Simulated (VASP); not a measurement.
Runs of VASP 6.6.1 on MoS2. It takes space group P6_3/mmc (No. 194, hexagonal). The conventional cell has a = 3.161 Å, b = 3.161 Å, c = 12.295 Å, α = 90.00°, β = 90.00°, γ = 120.00°. Mo (site symmetry -6m2) has 6 S at 2.40 Å as nearest neighbours. S (site symmetry 3m) is surrounded by 3 Mo at 2.40 Å. The cell was built by a generator and needn't be a form met in nature.

| level | gap on the mesh (eV) | pressure (GPa) | largest force (eV/Å) |
| --- | --- | --- | --- |
| SCAN+rVV10 | 1.09 | -0.2 | (b) |
| vdW-DF | 1.01 | 8.4 | 0.44 |
| rev-vdW-DF2 | (c) | 1.0 | 0.11 |
| PBE+TS | 0.99 | -0.7 | 0.03 |
| PBE | 0.99 | (d) | 0.03 |
| PBE+D3(BJ) | 0.99 | -1.3 | 0.03 |
| optB88-vdW | 0.97 | (a) | 0.25 |

Alike in all rows: task single point; potentials or basis VASP PAW PBE potentials, release 64 (Mo_sv, S); no spin polarisation; cell as given; k mesh 8 × 8 × 2; cutoff (eV) 520; smearing fermi-dirac 0.05 eV.

Estimate the missing entries.

(a) 3.5; (b) 0.19; (c) 0.95; (d) 2.7.

Caveats: the PAW data sets were made with another functional, which shifts forces and pressure a little (some runs); this functional lacks dispersion, which binds the layers, so the pressure and a relaxed spacing across them are unreliable (some runs).

A k mesh can miss the band edges, and the runs leave out spin-orbit coupling on Mo.

Not every run made on this cell is shown here.
